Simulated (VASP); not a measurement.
# Mg6SiSb (Amm2) in VASP: reference runs

How does Mg6SiSb come out in PBE? The cell is run as given and disturbed.

Program: VASP 6.6.1. These are calculated values, not measurements. Logs are shortened: lines on timing, memory, paths and dates and some standing lists are left out, and cuts for length are marked.

## 1. The crystal as given

It takes space group Amm2 (No. 38, orthorhombic). Conventional cell: a = 5.147 Å, b = 5.972 Å, c = 11.536 Å, α = 90.00°, β = 90.00°, γ = 90.00°. Sb (site symmetry mm2) has 10 Mg at 3.00 to 3.34 Å as nearest neighbours. Si (site symmetry mm2) has 8 Mg at 2.80 to 3.04 Å as nearest neighbours. Mg (site symmetry mm2) is surrounded by 2 Sb at 3.00 Å and 10 Mg at 3.10 to 3.40 Å. Mg (site symmetry m) is surrounded by 7 Mg at 2.89 to 3.31 Å and 2 Si at 2.97 Å and 1 Sb at 3.15 Å. Around Mg (site symmetry mm2) lie 2 Si at 3.04 Å and 10 Mg at 3.13 to 3.32 Å. Mg (site symmetry m) has 1 Si at 2.80 Å and 5 Mg at 2.96 to 3.18 Å and 2 Sb at 3.06 Å as nearest neighbours.

The cell comes from a database or a generator and needn't be the stable form of this composition.

## 2. Single point, PBE

The input, INCAR:

```
SYSTEM = Mg6SiSb
ALGO = Normal
EDIFF = 1E-7
ENCUT = 520
GGA = PE
ISIF = 2
ISMEAR = -1
LASPH = .True.
LCHARG = .False.
LREAL = .False.
LWAVE = .False.
NBANDS = 20
NELM = 80
PREC = Accurate
SIGMA = 0.05
```

The input, KPOINTS:

```
k-points
0
Gamma
  5 5 5
  0 0 0
```

The input, POSCAR:

```
Mg6SiSb
1.0
    5.1471550000      0.0000000000      0.0000000000
    0.0000000000      2.9859475000      5.7678075000
    0.0000000000     -2.9859475000      5.7678075000
Sb Si Mg
1 1 6
Direct
    0.5000000000      0.6434210000      0.6434210000
    0.0000000000      0.8780390000      0.8780390000
    0.5000000000      0.1717850000      0.1717850000
    0.5000000000      0.6624810000      0.1469590000
    0.5000000000      0.1469590000      0.6624810000
    0.0000000000      0.3281680000      0.3281680000
    0.0000000000      0.8369930000      0.3321550000
    0.0000000000      0.3321550000      0.8369930000
```

Potentials or basis: VASP PAW PBE potentials, release 64 (Sb, Si, Mg).

The run is started by

```sh
$ cat potpaw_PBE.64/Sb/POTCAR potpaw_PBE.64/Si/POTCAR potpaw_PBE.64/Mg/POTCAR > POTCAR
$ mpirun -np 1 vasp_std > vasp.out
```

OUTCAR:

```text
SYSTEM = Mg6SiSb
   EDIFF = 1E-7
   ENCUT = 520
   GGA = PE
   ISIF = 2
   ISMEAR = -1
   LASPH = .True.
   LREAL = .False.
   NELM = 80
   PREC = Accurate

 ion  position               nearest neighbor table
   1  0.500  0.643  0.643-   3 3.00   3 3.00   7 3.06   8 3.06   7 3.06   8 3.06   4 3.15   5 3.15
                             5 3.34   4 3.34
   2  0.000  0.878  0.878-   7 2.80   8 2.80   4 2.97   5 2.97   4 2.97   5 2.97   6 3.04   6 3.04

   3  0.500  0.172  0.172-   1 3.00   1 3.00   4 3.10   5 3.10   7 3.13   8 3.13   7 3.13   8 3.13
                             6 3.14   6 3.14   4 3.40   5 3.40
   4  0.500  0.662  0.147-   5 2.89   2 2.97   2 2.97   5 3.08   3 3.10   6 3.13   6 3.13   1 3.15
                             7 3.31   7 3.31   1 3.34   3 3.40
   5  0.500  0.147  0.662-   4 2.89   2 2.97   2 2.97   4 3.08   3 3.10   6 3.13   6 3.13   1 3.15
                             8 3.31   8 3.31   1 3.34   3 3.40
   6  0.000  0.328  0.328-   2 3.04   2 3.04   4 3.13   5 3.13   4 3.13   5 3.13   3 3.14   3 3.14
                             8 3.18   7 3.18   7 3.32   8 3.32
   7  0.000  0.837  0.332-   2 2.80   8 2.96   8 3.01   1 3.06   1 3.06   3 3.13   3 3.13   6 3.18
                             4 3.31   4 3.31   6 3.32
   8  0.000  0.332  0.837-   2 2.80   7 2.96   7 3.01   1 3.06   1 3.06   3 3.13   3 3.13   6 3.18
                             5 3.31   5 3.31   6 3.32

  LATTYP: Found a base centered orthorhombic cell.
 ALAT       =     5.9718950000
 B/A-ratio  =     1.9316506737
 C/A-ratio  =     0.8618964332

  Lattice vectors:

 A1 = (   0.0000000000,   2.9859475000,  -5.7678075000)
 A2 = (   0.0000000000,   2.9859475000,   5.7678075000)
 A3 = (   5.1471550000,   0.0000000000,   0.0000000000)

Analysis of symmetry for initial positions (statically):
=====================================================================
 Subroutine PRICEL returns:
 Original cell was already a primitive cell.

 Routine SETGRP: Setting up the symmetry group for a
 base centered orthorhombic supercell.

 Subroutine GETGRP returns: Found  4 space group operations
 (whereof  4 operations were pure point group operations)
 out of a pool of  8 trial point group operations.

The static configuration has the point symmetry C_2v.

Analysis of symmetry for dynamics (positions and initial velocities):
=====================================================================
 Subroutine PRICEL returns:
 Original cell was already a primitive cell.

 Routine SETGRP: Setting up the symmetry group for a
 base centered orthorhombic supercell.

 Subroutine GETGRP returns: Found  4 space group operations
 (whereof  4 operations were pure point group operations)
[... 118 lines left out ...]
   IBRION =     -1    ionic relax: 0-MD 1-quasi-New 2-CG
   NFREE  =      0    steps in history (QN), initial steepest desc. (CG)
   ISIF   =      2    stress and relaxation
   ISYM   =      2    0-nonsym 1-usesym 2-fastsym
   POTIM  = 0.5000    time-step for ionic-motion
   TEBEG  =    0.0;   TEEND  =   0.0 temperature during run
   PSTRESS=    0.0 pullay stress
   NELECT =      21.0000    total number of electrons
   NUPDOWN=      -1.0000    fix difference up-down
   EMIN   =  10.00;   EMAX   =-10.00  energy-range for DOS
   EFERMI =   0.00;   METHOD = LEGACY
   ISMEAR =    -1;   SIGMA  =   0.05  broadening in eV -4-tet -1-fermi 0-gaus
   EFERMI_NEDOS =   21; number of points for ismear=-14 and -15
   IALGO  =     38    algorithm
   IMIX   =      4    mixing-type and parameters
     AMIX     =   0.40;   BMIX     =  1.00
     AMIX_MAG =   1.60;   BMIX_MAG =  1.00
  volume/ion in A,a.u.               =      22.16       149.55
  Fermi-wavevector in a.u.,A,eV,Ry     =   0.803991  1.519323  8.794828  0.646402
  Thomas-Fermi vector in A             =   1.911963
   LORBIT       =      0    0 simple, 1 ext, 2 COOP (PROOUT), +10 PAW based schemes
   GGA     = PE    functional components
[... 5 lines left out ...]
 non-spin polarized calculation
  energy-cutoff  :      520.00
  volume of cell :      177.29
 maximum number of plane-waves:      4803
 NGX is ok and might be reduce to    40
   NGX = 19   NGY = 25   NGZ = 25

 number of electron      20.9999999 magnetization

 Free energy of the ion-electron system (eV)
  ---------------------------------------------------
  ext. energy  EPLUGINS =         0.00000000
  ---------------------------------------------------
  free energy    TOTEN  =       -18.69074628 eV

  energy without entropy =      -18.66417487  energy(sigma->0) =      -18.67746057

 E-fermi :   4.1799     XC(G=0):  -8.9961

 val. band max:        4.1765917843   @ k =   0.2000   0.2000   0.0000
 cond. band min:       4.1834418849   @ k =   0.2000   0.2000   0.2000
 fundamental gap:      0.0068501006
 Fermi energy:         4.1799014440

 k-point     1 :       0.0000    0.0000    0.0000
  band No.  band energies     occupation
      1      -5.9318      2.00000
      2      -3.3656      2.00000
      3       0.0901      2.00000
      4       0.5099      2.00000
      5       0.6536      2.00000
      6       0.8837      2.00000
[... 541 lines left out ...]
     19       7.7622      0.00000
     20       8.0125      0.00000

 [... further k-points ...]

------------------------ aborting loop because EDIFF is reached ----------------------------------------

  FORCE on cell =-STRESS in cart. coord.  units (eV):
  Direction    XX          YY          ZZ          XY          YZ          ZX
  --------------------------------------------------------------------------------------
  -------------------------------------------------------------------------------------
  Total       -0.4070112      0.7271467      0.2117569      0.0000000      0.0000000      0.0000000
  in kB       -3.6781270      6.5711665      1.9136299      0.0000000      0.0000000      0.0000000
  external PRESSURE =       1.6022231 kB  Pullay stress =       0.0000000 kB

 VOLUME and BASIS-vectors are now :
 -----------------------------------------------------------------------------
  energy-cutoff  :      520.00
  volume of cell :      177.29
      direct lattice vectors                 reciprocal lattice vectors
     5.147155000  0.000000000  0.000000000     0.194282084  0.000000000  0.000000000
     0.000000000  2.985947500  5.767807500     0.000000000  0.167451035  0.086688053
     0.000000000 -2.985947500  5.767807500     0.000000000 -0.167451035  0.086688053

 POSITION                                       TOTAL-FORCE (eV/Angst)
 -----------------------------------------------------------------------------------
      2.57358      0.00000      7.42226         0.000000      0.000000     -0.048879
      0.00000      0.00000     10.12872         0.000000      0.000000      0.051883
      2.57358      0.00000      1.98165         0.000000      0.000000      0.039930
      2.57358      1.53932      4.66869         0.000000     -0.018809     -0.028899
      2.57358     -1.53932      4.66869         0.000000      0.018809     -0.028899
      0.00000      0.00000      3.78562         0.000000      0.000000     -0.010150
      0.00000      1.50742      6.74342         0.000000     -0.002443      0.012507
      0.00000     -1.50742      6.74342         0.000000      0.002443      0.012507
 -----------------------------------------------------------------------------------
    total drift:                                0.000000      0.000000     -0.000343

  FREE ENERGIE OF THE ION-ELECTRON SYSTEM (eV)
  ---------------------------------------------------
  free  energy   TOTEN  =       -18.6907462814 eV

  energy  without entropy=      -18.6641748677  energy(sigma->0) =      -18.67746057
```

OSZICAR:

```text
N       E                     dE             d eps       ncg     rms          rms(c)
DAV:   1     0.344570070741E+02    0.34457E+02   -0.65505E+03  1080   0.781E+02
DAV:   2    -0.159896538529E+02   -0.50447E+02   -0.48394E+02  1312   0.102E+02
DAV:   3    -0.192160775125E+02   -0.32264E+01   -0.31596E+01  1380   0.236E+01
DAV:   4    -0.192595471107E+02   -0.43470E-01   -0.43417E-01  1304   0.306E+00
DAV:   5    -0.192601598173E+02   -0.61271E-03   -0.61269E-03  1296   0.427E-01    0.405E+00
DAV:   6    -0.187449501776E+02    0.51521E+00   -0.10512E+00  1216   0.372E+00    0.224E+00
DAV:   7    -0.187073863504E+02    0.37564E-01   -0.29005E-01  1280   0.197E+00    0.114E+00
DAV:   8    -0.186927921212E+02    0.14594E-01   -0.26665E-02  1240   0.652E-01    0.306E-01
DAV:   9    -0.186908861815E+02    0.19059E-02   -0.70548E-03  1252   0.359E-01    0.115E-01
DAV:  10    -0.186907533895E+02    0.13279E-03   -0.10216E-03  1204   0.133E-01    0.472E-02
DAV:  11    -0.186907457277E+02    0.76618E-05   -0.84047E-05  1280   0.446E-02    0.280E-02
DAV:  12    -0.186907471973E+02   -0.14695E-05   -0.67731E-06  1304   0.121E-02    0.523E-03
DAV:  13    -0.186907463059E+02    0.89139E-06   -0.97263E-07  1280   0.412E-03    0.176E-03
DAV:  14    -0.186907462814E+02    0.24507E-07   -0.22315E-07  1012   0.188E-03
   1 F= -.18690746E+02 E0= -.18677461E+02  d E =-.265714E-01
```

Run time: 78 s. Hardware: 1 thread of Intel Xeon Platinum 8488C (Sapphire Rapids), shared host; peak memory 0.34 GiB.

What came out:

```yaml
Free_energy: -18.6907 eV
Pressure: 0.2 GPa
Largest_force: 0.052 eV/Å
Band_gap_on_the_k_mesh: none (metal or under the smearing width)
```

Forces in eV/Å, atoms in the order of the input:
```
Sb   0.000  0.000 -0.049
Si   0.000  0.000  0.052
Mg   0.000  0.000  0.040
Mg   0.000 -0.019 -0.029
Mg   0.000  0.019 -0.029
Mg   0.000  0.000 -0.010
Mg   0.000 -0.002  0.013
Mg   0.000  0.002  0.013
```

Spin-orbit coupling is left out, which matters for the levels of Sb.

## 3. Single point, PBE (atoms moved at random, drawn with an rms of 0.05 Å)

The input, INCAR:

```
PREC = Accurate
ENCUT = 520
EDIFF = 1E-7
ISMEAR = -1
SIGMA = 0.05
LREAL = False
LASPH = True
NELM = 60
ALGO = Normal
ISIF = 2
LWAVE = False
LCHARG = False
GGA = PE
NBANDS = 20
```

The input, KPOINTS:

```
Automatic mesh
0
Gamma
  5 5 5
```

The input, POSCAR:

```
Mg6SiSb
1.0
    5.1471550000      0.0000000000      0.0000000000
    0.0000000000      2.9859475000      5.7678075000
    0.0000000000     -2.9859475000      5.7678075000
Sb Si Mg
1 1 6
Direct
    0.4942820000      0.6370100000      0.6496060000
   -0.0060720000      0.8849430000      0.8649540000
    0.5036830000      0.1794540000      0.1682390000
    0.4943650000      0.6603870000      0.1550870000
    0.4876500000      0.1449840000      0.6589270000
   -0.0019290000      0.3307500000      0.3343770000
   -0.0070850000      0.8369370000      0.3269190000
   -0.0091720000      0.3244080000      0.8443490000
```

Potentials or basis: VASP PAW PBE potentials, release 64 (Sb, Si, Mg).

The run is started by

```sh
$ cat potpaw_PBE.64/Sb/POTCAR potpaw_PBE.64/Si/POTCAR potpaw_PBE.64/Mg/POTCAR > POTCAR
$ mpirun -np 1 vasp_std > vasp.out
```

OUTCAR:

```text
PREC = Accurate
   ENCUT = 520
   EDIFF = 1E-7
   ISMEAR = -1
   LREAL = False
   LASPH = True
   NELM = 60
   ISIF = 2
   GGA = PE

 ion  position               nearest neighbor table
   1  0.494  0.637  0.650-   3 2.94   8 3.05   3 3.08   8 3.08   7 3.09   7 3.10   4 3.13   5 3.16
                             5 3.33   4 3.37
   2  0.994  0.885  0.865-   8 2.78   7 2.83   5 2.91   6 2.96   5 2.97   4 3.02   4 3.02   6 3.10

   3  0.504  0.179  0.168-   1 2.94   8 3.05   5 3.06   4 3.08   1 3.08   7 3.12   6 3.14   8 3.16
                             6 3.18   7 3.21   4 3.42   5 3.44
[... 777 lines left out ...]
  in kB       -3.3401101      7.2855642      2.7208836     -0.4085500      1.8255297     -0.1450425
  external PRESSURE =       2.2221126 kB  Pullay stress =       0.0000000 kB

 VOLUME and BASIS-vectors are now :
 -----------------------------------------------------------------------------
  energy-cutoff  :      520.00
  volume of cell :      177.29
      direct lattice vectors                 reciprocal lattice vectors
     5.147155000  0.000000000  0.000000000     0.194282084  0.000000000  0.000000000
     0.000000000  2.985947500  5.767807500     0.000000000  0.167451035  0.086688053
     0.000000000 -2.985947500  5.767807500     0.000000000 -0.167451035  0.086688053

 POSITION                                       TOTAL-FORCE (eV/Angst)
 -----------------------------------------------------------------------------------
      2.54415     -0.03761      7.42095        -0.037639      0.237185     -0.058059
      5.11590      0.05969     10.09307        -0.031271     -0.210087      0.094624
      2.59253      0.03349      2.00543        -0.143668     -0.201998      0.012439
      2.54457      1.50880      4.70350         0.018756      0.145824     -0.043943
      2.51001     -1.53461      4.63680         0.097266     -0.105426      0.033322
      5.13723     -0.01083      3.83632        -0.067995      0.043299     -0.177942
      5.11069      1.52289      6.71290         0.071041     -0.135926      0.097208
      5.09995     -1.55252      6.74117         0.093511      0.227128      0.042350
 -----------------------------------------------------------------------------------
    total drift:                                0.000030      0.000149     -0.000308

  FREE ENERGIE OF THE ION-ELECTRON SYSTEM (eV)
  ---------------------------------------------------
  free  energy   TOTEN  =       -18.6516489310 eV

  energy  without entropy=      -18.6256916385  energy(sigma->0) =      -18.63867028
```

OSZICAR:

```text
N       E                     dE             d eps       ncg     rms          rms(c)
DAV:   1     0.348308506291E+02    0.34831E+02   -0.64823E+03  2520   0.775E+02
DAV:   2    -0.160021835332E+02   -0.50833E+02   -0.48657E+02  3028   0.104E+02
DAV:   3    -0.191774660580E+02   -0.31753E+01   -0.31223E+01  3308   0.236E+01
DAV:   4    -0.192204842154E+02   -0.43018E-01   -0.42964E-01  3048   0.305E+00
DAV:   5    -0.192210771883E+02   -0.59297E-03   -0.59296E-03  3020   0.424E-01    0.403E+00
DAV:   6    -0.187071978188E+02    0.51388E+00   -0.10390E+00  2856   0.371E+00    0.223E+00
DAV:   7    -0.186683804192E+02    0.38817E-01   -0.28969E-01  2980   0.197E+00    0.114E+00
DAV:   8    -0.186536910818E+02    0.14689E-01   -0.27378E-02  2968   0.659E-01    0.300E-01
DAV:   9    -0.186518003917E+02    0.18907E-02   -0.73198E-03  2988   0.364E-01    0.113E-01
DAV:  10    -0.186516568921E+02    0.14350E-03   -0.10691E-03  2800   0.137E-01    0.463E-02
DAV:  11    -0.186516483055E+02    0.85865E-05   -0.89671E-05  2976   0.459E-02    0.288E-02
DAV:  12    -0.186516499373E+02   -0.16317E-05   -0.68108E-06  3000   0.123E-02    0.559E-03
DAV:  13    -0.186516489336E+02    0.10037E-05   -0.13602E-06  3008   0.468E-03    0.180E-03
DAV:  14    -0.186516489310E+02    0.25798E-08   -0.28166E-07  2644   0.208E-03
   1 F= -.18651649E+02 E0= -.18638670E+02  d E =-.259573E-01
```

stdout:

```text
POSCAR found type information on POSCAR SbSiMg
 POSCAR found :  3 types and       8 ions
 scaLAPACK will be used
 LDA part: xc-table for (Slater+PW92), standard interpolation
 POSCAR, INCAR and KPOINTS ok, starting setup
 FFT: planning ... GRIDC
 FFT: planning ... GRID_SOFT
 FFT: planning ... GRID
 WAVECAR not read
 entering main loop
```

Run time: 2.9 min. Hardware: 1 thread of Intel Xeon Platinum 8488C (Sapphire Rapids), shared host; peak memory 0.43 GiB.

What came out:

```
Free energy            : -18.6516 eV
Pressure               : 0.2 GPa
Largest force          : 0.249 eV/Å
Band gap on the k mesh : none (metal or under the smearing width)
```

Forces on the atoms (eV/Å):
```
Sb  -0.038  0.237 -0.058
Si  -0.031 -0.210  0.095
Mg  -0.144 -0.202  0.012
Mg   0.019  0.146 -0.044
Mg   0.097 -0.105  0.033
Mg  -0.068  0.043 -0.178
Mg   0.071 -0.136  0.097
Mg   0.094  0.227  0.042
```

Stress tensor (GPa, compression positive):
```
-0.33 -0.04 -0.01
-0.04  0.73  0.18
-0.01  0.18  0.27
```

Levels at points of the mesh, in eV from the Fermi level:
| k point | band 7 | band 8 | band 9 | band 10 | band 11 | band 12 | band 13 | band 14 |
| --- | --- | --- | --- | --- | --- | --- | --- | --- |
| (0.00, 0.00, 0.00) | -2.99 | -2.66 | -1.75 | -0.69 | 0.37 | 0.72 | 1.64 | 2.44 |

Spin-orbit coupling is left out, which matters for the levels of Sb.
